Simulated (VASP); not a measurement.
These are PBE GGA, VASP's PBE PAW potentials (set 64) (plane waves; VASP) values and carry that method's errors.

VASP ran on this input.

INCAR:
```
SYSTEM = Ag
PREC = Accurate; ENCUT = 300; LREAL = .False.
LASPH = .True.
EDIFF = 1E-6; NELM = 100; ALGO = Normal
LMAXMIX = 4
ISMEAR = -1; SIGMA = 0.1
GGA = PE
ISIF = 2
LWAVE = .False.; LCHARG = .False.
```

**POSCAR**
```
Ag
1
    0.0000000000     2.0041000000     2.0041000000
    2.0041000000     0.0000000000     2.0041000000
    2.0041000000     2.0041000000     0.0000000000
Ag
1
Direct
  0.0000000000   0.0000000000   0.0000000000
```

**KPOINTS**
```
K-points
0
Gamma
  18 18 18
0 0 0
```

POTCAR, in this order: Ag (PBE.64 set). Program: vasp_std.

Question: What will the output report for the number of irreducible k-points (NKPTS), largest plane-wave count, number of space-group operations, FFT grid (NGX, NGY, NGZ)?

Answer: 
| Property | Result |
|---|---|
| number of irreducible k-points (NKPTS) | 195 |
| largest plane-wave count | 200 |
| number of space-group operations | 48 |
| FFT grid (NGX, NGY, NGZ) | 16 × 16 × 16 |

The structure is a typed Ag crystal (Fm-3m). The cell was not relaxed at this level, and its volume differs by -5.9 % from the start's.
